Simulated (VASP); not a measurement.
Method: PBEsol GGA, VASP's PBE PAW potentials (set 64) (plane waves; VASP 6.6.1).

A VASP calculation is set up with these files.

INCAR:
```
SYSTEM = HfN
PREC = Accurate
ENCUT = 400
EDIFF = 1E-6
NELM = 100
ALGO = Normal
LREAL = .FALSE.
LASPH = .TRUE.
ISMEAR = 1
SIGMA = 0.1
GGA = PS
LMAXMIX = 6
LWAVE = .FALSE.
LCHARG = .FALSE.
ISIF = 2
```

POSCAR:
```
HfN
1.0
  0.0000000000   2.2558600000   2.2558600000
  2.2558600000   0.0000000000   2.2558600000
  2.2558600000   2.2558600000   0.0000000000
Hf N
1 1
Cartesian
  0.0000000000   0.0000000000   0.0000000000
  2.2558600000   2.2558600000   2.2558600000
```

KPOINTS:
```
Automatic
0
gamma
  10 10 10
```

POTCAR, in this order: Hf_pv N (PBE.64 set). Program: vasp_std.

Q: What will the output report for the number of irreducible k-points (NKPTS), largest plane-wave count, number of space-group operations, FFT grid (NGX, NGY, NGZ)?

A: 
```
Item                                           Value
--------------------------------------  ------------
number of irreducible k-points (NKPTS)            47
largest plane-wave count                         444
number of space-group operations                  48
FFT grid (NGX, NGY, NGZ)                24 × 24 × 24
```

The structure comes from a computed database's HfN entry; how it stands against other phases isn't given here. The cell was not relaxed at this level. The electron count is odd and the run is not spin-polarised, which forces a metal.
